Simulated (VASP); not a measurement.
Consider the following.

```
CELL_PARAMETERS angstrom
      1.87236     1.08101     8.19192
     -1.87236     1.08101     8.19192
      0.00000    -2.16202     8.19192
ATOMIC_POSITIONS crystal
  Ga 0.95043 0.95043 0.95043
  Ga 0.04924 0.04924 0.04924
  Se 0.23600 0.23600 0.23600
  Se 0.43034 0.43034 0.43034
```

The numbers are results of PBEsol GGA, VASP's PBE PAW potentials (set 64) (plane waves; VASP 6.6.1), not measurements. Numerical set-up: 400 eV cut-off, 8×8×8 Γ-centred mesh, tetrahedra with Blöchl corrections, potentials Ga_d Se.

Without a dispersion term in the relaxation, distances and binding between the weakly bound layers, chains or molecules are unreliable, and so is what depends on them.

Problem. Predict the energy per atom (σ→0), band gap (on the k-mesh) with the smallest direct gap where there is one.

Solution. 
```yaml
band gap (on the k-mesh): 1.06 eV
smallest direct gap (on the k-mesh): 1.06 eV
energy per atom (σ→0): -4155 meV/atom
```

Only differences to runs with the same potentials and settings are physical.

The structure comes from a computed database's GaSe entry (R3m); how it stands against other phases isn't given here. It was relaxed first, which changed the volume by -7 %.
